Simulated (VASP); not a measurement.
Calculation: PW91 GGA, VASP's PBE PAW potentials (set 64) (plane waves; VASP 6.6.1).

VASP input:

File KPOINTS:
```
Regular mesh
0
Gamma
5 5 7
0 0 0
```

**INCAR**
```
# general
SYSTEM   =  TiO2
PREC     =  Accurate
ENCUT    =  520
LREAL    =  F
LASPH    =  T   # aspherical one-centre terms

# electronic loop
EDIFF    =  1E-7   # SCF stop (eV)
NELM     =  100
ALGO     =  Normal
LMAXMIX  =  4   # l cut-off of mixed one-centre charges

# smearing
ISMEAR   =  0   # Gaussian
SIGMA    =  0.05

# functional
GGA      =  91

# ions
IBRION   =  2   # conjugate gradients
NSW      =  30   # most ionic steps
ISIF     =  4   # ions and shape, fixed volume
EDIFFG   =  -0.01   # ionic stop

# output
LWAVE    =  F
LCHARG   =  F
```

POSCAR:
```
TiO2
1
    4.5464131296     0.0000000000     0.0000000000
    0.0000000000     4.5464131296     0.0000000000
    0.0000000000     0.0000000000     2.9079614774
Ti O
2 4
Direct
  0.0000000000   1.0000000000   0.0000000000
  0.5000000000   0.5000000000   0.5000000000
  0.3048417183   0.3048417183   0.0000000000
  0.8048417183   0.1951582817   0.5000000000
  0.1951582817   0.8048417183   0.5000000000
  0.6951582817   0.6951582817   1.0000000000
```

POTCAR, in this order: Ti_sv O (PBE.64 set). Program: vasp_std.

Problem. What will the output report for the number of irreducible k-points (NKPTS), largest plane-wave count, number of space-group operations, FFT grid (NGX, NGY, NGZ)?

Solution. 
- number of irreducible k-points (NKPTS) = 24
- largest plane-wave count = 1635
- number of space-group operations = 16
- FFT grid (NGX, NGY, NGZ) = 36 × 36 × 24

The compound is TiO2 in the rutile structure. This cell is one point of a volume scan, at 0.94 of the reference volume. Symmetry was kept, so distortions that lower it aren't found.
